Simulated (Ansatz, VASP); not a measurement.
CsCo3: VASP beside Ansatz

```
Cs Co
1.0
     3.99079    0.00000    0.00000
     0.00000    3.99079    0.00000
     0.00000    0.00000    3.99079
Cs Co
1 3
Direct
  0.00000 0.00000 0.00000
  0.00000 0.50000 0.50000
  0.50000 0.00000 0.50000
  0.50000 0.50000 0.00000
```

Alike in both runs: functional PBE; k mesh 4 × 4 × 4; occupations gaussian, width 0.1 eV; collinear spin.

Ansatz relaxed the structure, and its values are those at the end. VASP's run is a single point on that final structure, the one shown.

|  | VASP | Ansatz |
| --- | --- | --- |
| version | VASP 6.6.1 | Ansatz 0.2.0 |
| potentials or method | VASP PAW PBE potentials, release 64 (Cs_sv, Co) | scalar-relativistic, plane waves, PAW |
| plane-wave cutoff (eV) | 520 | 420 |
| valence electrons in the cell | 36 | 60 |

VASP gave:

```
gap on the k mesh at the Fermi level (eV)                     : none
pressure (GPa)                                                : 1.5
net moment per atom (μB)                                      : 1.09
size of the moment on the site where the two differ most (μB) : 1.52
```

**Question.** What did Ansatz give for the same quantities?

**Answer.** gap on the k mesh at the Fermi level (eV): none; pressure (GPa): -0.3; net moment per atom (μB): 1.09; size of the moment on the site where the two differ most (μB): 1.53.

Site moments also hang on the region over which each program counts them. A gap of «none» marks a metal or a gap that the smearing closes. The two sets of potentials don't hold the same shells in valence.

Caveats: the k mesh is coarse (spacing up to 0.39 Å⁻¹), so the values aren't converged. The runs have no spin-orbit coupling, so splittings on Cs are missing.
